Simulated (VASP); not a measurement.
Here is the system:

```
YGe
1.0
    2.14128    -5.36220     0.00000
    2.14128     5.36220     0.00000
    0.00000     0.00000     3.95460
Y Ge
2 2
Direct
  0.14328   0.87145   0.24862
  0.86600   0.14460   0.74337
  0.41776   0.58501   0.27092
  0.57295   0.39894   0.73710
```

Calculation: PBEsol GGA, VASP's PBE PAW potentials (set 64) (plane waves; VASP 6.6.1). Numerical set-up: 300 eV cut-off, 4×4×4 Γ-centred mesh, Fermi-Dirac smearing of 0.14 eV, potentials Y_sv Ge_d.

At this cut-off the stress carries a Pulay error, which pulls relaxed volumes low.

Task: Give the force on each atom (eV/Å).

Result: 
```
atom      Fx      Fy      Fz
----  ------  ------  ------
Y1    -0.523  -0.123  -0.142
Y2    -0.124  -0.117   0.403
Ge3    0.087   0.078  -0.689
Ge4    0.559   0.162   0.428
```

Task: Give the stress tensor in GPa (positive for a compressed cell).

Result: 
```
-2.79   0.12   0.08
 0.12  -3.07  -0.13
 0.08  -0.13  -1.92
```
The pressure is its mean diagonal, -2.59 GPa.

The structure comes from a computed database's YGe entry; how it stands against other phases isn't given here. The cell was not relaxed at this level, atoms are displaced from their ideal sites. The k-mesh is coarse (spacing up to 0.40 per Å, 2π included), so the numbers may not be converged in it.
